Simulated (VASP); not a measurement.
Here is the system:

```
CaCd3O4
1.0
    0.00000     2.37393     2.37393
    2.37393     0.00000     2.37393
    9.38052     9.38052     0.11521
Cd O Ca
3 4 1
Direct
  0.99982   0.99982   0.00014
  0.00000   0.00000   0.25000
  0.00018   0.00018   0.49986
  0.49994   0.49994   0.12504
  0.50006   0.50006   0.37496
  0.49737   0.49737   0.62698
  0.50263   0.50263   0.87302
  0.00000   0.00000   0.75000
```

These are PBEsol GGA, VASP's PBE PAW potentials (set 64) (plane waves; VASP 6.6.1) values and carry that method's errors. Numerical set-up: 520 eV cut-off, 9×9×3 Γ-centred mesh, tetrahedra with Blöchl corrections, potentials Cd O Ca_sv.

The cores are frozen, which limits the accuracy of field gradients.

**Question.** Give the principal components of the electric field gradient (V/Å²) and the asymmetry η at each nucleus.

**Answer.** 
| atom | Vxx | Vyy | Vzz | η |
|---|---|---|---|---|
| Cd1 | -0.4 | -0.4 | 0.8 | 0.00 |
| Cd2 | -1.8 | -1.8 | 3.7 | 0.00 |
| Cd3 | -0.4 | -0.4 | 0.8 | 0.00 |
| O4 | 2.9 | 2.9 | -5.8 | 0.00 |
| O5 | 2.9 | 2.9 | -5.8 | 0.00 |
| O6 | 0.0 | 0.0 | -0.1 | - |
| O7 | 0.0 | 0.0 | -0.1 | - |
| Ca8 | -1.3 | -1.3 | 2.6 | 0.00 |

The structure was generated: CaCd3O4 was put into an ordered model structure (R-3m), which need not be its known phase. It was relaxed first.
